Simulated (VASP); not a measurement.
A convergence study with VASP on PbS (rock salt): one setting is varied, all else stays as given below, so the limit is that of these other settings.

```
CELL_PARAMETERS angstrom
      0.00000     2.97000     2.97000
      2.97000     0.00000     2.97000
      2.97000     2.97000     0.00000
ATOMIC_POSITIONS crystal
  Pb 0.00000 0.00000 0.00000
  S  0.50000 0.50000 0.50000
```

Computed with LDA (Ceperley-Alder, Perdew-Zunger), VASP's LDA PAW potentials (set 64) (plane waves; VASP). The tightest run used: 550 eV cut-off, 17×17×17 Γ-centred mesh, tetrahedra with Blöchl corrections, potentials Pb_d S.

Unless said otherwise, spin-orbit coupling is left out, though it shifts the bands of the heavy elements here. Gaps are read on the run's mesh, which can miss a band edge.

### Question
The settings run are 3×3×3 mesh; 4×4×4 mesh; 5×5×5 mesh; 6×6×6 mesh; 7×7×7 mesh; 8×8×8 mesh; 9×9×9 mesh; 10×10×10 mesh; 11×11×11 mesh; 12×12×12 mesh; 13×13×13 mesh; 14×14×14 mesh; 15×15×15 mesh; 16×16×16 mesh; 17×17×17 mesh. From which on does the stress (every component) stay within 0.5 GPa of the tightest run?

### Answer
From 4×4×4 mesh on: it is off by 0.08 there and by no more than 0.5 in any finer run, while 3×3×3 mesh is off by 1.11.
| setting | E (eV/atom) | pressure (GPa) | gap on the mesh (eV) | irreducible k-points | difference judged (GPa) |
|---|---|---|---|---|---|
| 3×3×3 mesh | -5.0519 | -3.86 | 2.130 | 4 | 1.11 |
| 4×4×4 mesh | -4.9822 | -2.67 | 0.222 | 8 | 0.08 |
| 5×5×5 mesh | -4.9967 | -2.98 | 1.228 | 10 | 0.23 |
| 6×6×6 mesh | -4.9903 | -2.79 | 0.224 | 16 | 0.04 |
| 7×7×7 mesh | -4.9904 | -2.83 | 0.878 | 20 | 0.07 |
| 8×8×8 mesh | -4.9892 | -2.76 | 0.222 | 29 | 0.01 |
| 9×9×9 mesh | -4.9893 | -2.78 | 0.693 | 35 | 0.03 |
| 10×10×10 mesh | -4.9889 | -2.75 | 0.221 | 47 | 0.00 |
| 11×11×11 mesh | -4.9890 | -2.77 | 0.580 | 56 | 0.01 |
| 12×12×12 mesh | -4.9889 | -2.75 | 0.221 | 72 | 0.00 |
| 13×13×13 mesh | -4.9889 | -2.76 | 0.504 | 84 | 0.01 |
| 14×14×14 mesh | -4.9888 | -2.75 | 0.221 | 104 | 0.00 |
| 15×15×15 mesh | -4.9889 | -2.75 | 0.450 | 120 | 0.00 |
| 16×16×16 mesh | -4.9888 | -2.75 | 0.221 | 145 | 0.00 |
| 17×17×17 mesh | -4.9889 | -2.75 | 0.410 | 165 | 0.00 |

Left out are rungs that failed or repeat a setting and relaxations that didn't move; long series are thinned to 24 rows.

The compound is PbS in the rock salt structure. The cell was not relaxed at this level.
